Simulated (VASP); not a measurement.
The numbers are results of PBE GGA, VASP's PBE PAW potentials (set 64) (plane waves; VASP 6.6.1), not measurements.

VASP ran on this input.

**POSCAR**
```
PbF2
1
    0.0000000000     2.7609314175     2.7609314175
    2.7609314175     0.0000000000     2.7609314175
    2.7609314175     2.7609314175     0.0000000000
Pb F
1 2
Direct
  0.0000000000   0.0000000000   0.0000000000
  0.2500000000   0.2500000000   0.2500000000
  0.7500000000   0.7500000000   0.7500000000
```

### INCAR
```
SYSTEM  =  PbF2
PREC  =  Accurate; ENCUT  =  620; LREAL  =  .FALSE.
LASPH  =  .TRUE.
EDIFF  =  1E-6; NELM  =  100; ALGO  =  Normal
LMAXMIX  =  4
ISMEAR  =  0; SIGMA  =  0.05
GGA  =  PE
IBRION  =  2; NSW  =  40; ISIF  =  3
EDIFFG  =  -0.02; PSTRESS  =  300
LWAVE  =  .FALSE.; LCHARG  =  .FALSE.
```

**KPOINTS**
```
Automatic mesh
0
Gamma
7 7 7
0 0 0
```

POTCAR, in this order: Pb_d F (PBE.64 set). Program: vasp_std.

**Question.** What will the output report for the number of irreducible k-points (NKPTS), largest plane-wave count, number of space-group operations, FFT grid (NGX, NGY, NGZ)?

**Answer.** 
The number of irreducible k-points (NKPTS) is 20, the largest plane-wave count is 1492 and the number of space-group operations is 48. The FFT grid (NGX, NGY, NGZ) is 32 × 32 × 32.

The compound is PbF2 in the fluorite structure, the β form. It was relaxed first under an external pressure of 30 GPa.
